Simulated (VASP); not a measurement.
Given:

```xyz
1
Lattice="-2.8767 2.8767 2.8767 2.8767 -2.8767 2.8767 2.8767 2.8767 -2.8767" Properties=species:S:1:pos:R:3 pbc="T T T"
Rb     0.0000     0.0000     0.0000
```

Method: r2SCAN meta-GGA, VASP's PBE PAW potentials (set 64) (plane waves; VASP). Run with 520 eV cut-off, 10×10×10 Γ-centred mesh, tetrahedra with Blöchl corrections, potentials Rb_sv.

Q: Give the energies of bands 5 to 7 at the high-symmetry points, in eV from the Fermi level.

A: 
| band | Γ | H | N | P |
|---|---|---|---|---|
| 5 | -2.07 | 1.31 | 0.32 | 1.29 |
| 6 | 4.03 | 1.31 | 0.65 | 1.29 |
| 7 | 4.03 | 3.36 | 2.83 | 1.29 |

It has no gap at this level: it comes out as a metal or semimetal.

The compound is Rb in the bcc structure. It was relaxed first, which changed the volume by +6 %.
